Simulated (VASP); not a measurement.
Computed with PBE GGA, VASP's PBE PAW potentials (set 64) (plane waves; VASP 6.6.1).

VASP input:

INCAR:
```
ALGO  =  Normal
EDIFF  =  1E-6
ENCUT  =  300
GGA  =  PE
ISIF  =  2
ISMEAR  =  0
LASPH  =  .TRUE.
LCHARG  =  .FALSE.
LMAXMIX  =  4
LREAL  =  .FALSE.
LWAVE  =  .FALSE.
NELM  =  100
PREC  =  Accurate
SIGMA  =  0.272
SYSTEM  =  In
```

KPOINTS:
```
kpoints
0
G
 11 11 11
```

File POSCAR:
```
In
1
   -1.6199570000     1.6199570000     2.4779430000
    1.6199570000    -1.6199570000     2.4779430000
    1.6199570000     1.6199570000    -2.4779430000
In
1
Direct
  0.0000000000   0.0000000000   0.0000000000
```

POTCAR, in this order: In_d (PBE.64 set). Program: vasp_std.

At this cut-off the stress carries a Pulay error, which pulls relaxed volumes low. Unless said otherwise, spin-orbit coupling is left out, though it shifts the bands of the heavy elements here.

Q: What does the run give for the energy per atom (σ→0), pressure, band gap (on the k-mesh)?

A: 
```yaml
energy per atom (σ→0): -2.547 eV/atom
band gap (on the k-mesh): none (metal, semimetal or under 0.01 eV)
pressure: 1.82 GPa
```

**OSZICAR**
```
...
DAV:   4    -0.258196873331E+01   -0.37597E-01   -0.37590E-01  3168   0.703E+00
DAV:   5    -0.258359152060E+01   -0.16228E-02   -0.16228E-02  3020   0.121E+00    0.230E+00
DAV:   6    -0.256152732306E+01    0.22064E-01   -0.38399E-02  2848   0.422E+00    0.117E+00
DAV:   7    -0.255628944063E+01    0.52379E-02   -0.13240E-02  2948   0.232E+00    0.246E-01
DAV:   8    -0.255591004912E+01    0.37939E-03   -0.69045E-04  2890   0.534E-01    0.294E-02
DAV:   9    -0.255591442078E+01   -0.43717E-05   -0.12143E-05  3486   0.484E-02    0.114E-02
DAV:  10    -0.255591476786E+01   -0.34708E-06   -0.76389E-07  1698   0.103E-02
   1 F= -.25559148E+01 E0= -.25468980E+01  d E =-.180335E-01
```

The structure comes from a computed database's In entry; how it stands against other phases isn't given here. The cell was not relaxed at this level.
